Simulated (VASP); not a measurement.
Zn4H:

```
CELL_PARAMETERS angstrom
3.89723 0.00000 0.00000
0.00000 3.89723 0.00000
0.00000 0.00000 3.89723
ATOMIC_POSITIONS crystal
Zn 0.00000 0.50000 0.50000
Zn 0.50000 0.50000 0.00000
Zn 0.50000 0.00000 0.50000
Zn 0.00000 0.00000 0.00000
H 0.50000 0.50000 0.50000
```

The cell was built by a generator and needn't be a form met in nature.

| Quantity | Value |
| --- | --- |
| Program | VASP 6.6.1 |
| Task | relaxation of cell and atoms |
| Functional | vdW-DF-cx |
| Potentials or basis | VASP PAW PBE potentials, release 64 (Zn, H) |
| Cutoff | 600 eV |
| k mesh | 7 × 7 × 7 |
| Occupations | fermi-dirac, width 0.05 eV |
| Spin | no spin polarisation |

At the start: pressure 5.8 GPa; volume 11.84 Å³/atom.

**Question.** How do energy, volume and symmetry change on relaxing?

**Answer.** Over 3 steps the energy falls by 13.7 meV/atom and the volume is 12.67 Å³/atom (+7.1 %); space group Pm-3m (No. 221, to 0.05 Å).

The path:
```
step  energy change (eV)  largest force (eV/Å)  pressure (GPa)  volume (Å³)
   1              0.0000                0.0000            5.76        59.19
   2             -0.0678                0.0000            0.47        62.91
   3             -0.0683                0.0000           -0.03        63.37
```

Final structure:
```
CELL_PARAMETERS angstrom
3.98684 0.00000 0.00000
0.00000 3.98684 0.00000
0.00000 0.00000 3.98684
ATOMIC_POSITIONS crystal
Zn 0.00000 0.50000 0.50000
Zn 0.50000 0.50000 0.00000
Zn 0.50000 0.00000 0.50000
Zn 0.00000 0.00000 0.00000
H 0.50000 0.50000 0.50000
```

Caveat: the PAW data sets were made with another functional, which shifts forces and pressure a little.
